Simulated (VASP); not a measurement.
Consider the following.

```
CELL_PARAMETERS angstrom
      1.62347    -2.81194     0.00000
      1.62347     2.81194     0.00000
      0.00000     0.00000     5.20979
ATOMIC_POSITIONS crystal
  Zn 0.66667 0.33333 0.50030
  Zn 0.33333 0.66667 0.00030
  O  0.66667 0.33333 0.88170
  O  0.33333 0.66667 0.38170
```

Method: r2SCAN meta-GGA, VASP's PBE PAW potentials (set 64) (plane waves; VASP). Numerical set-up: 520 eV cut-off, 9×9×5 Γ-centred mesh, tetrahedra with Blöchl corrections, potentials Zn O.

The cores are frozen, which limits the accuracy of field gradients.

Problem. Give the principal components of the electric field gradient (V/Å²) and the asymmetry η at each nucleus.

Solution. 
```csv
atom,Vxx,Vyy,Vzz,η
Zn1,-3.5,-3.5,7.0,0.00
Zn2,-3.5,-3.5,7.0,0.00
O3,1.4,1.3,-2.7,0.00
O4,1.4,1.3,-2.7,0.00
```

The compound is ZnO in the wurtzite structure. It was relaxed first.
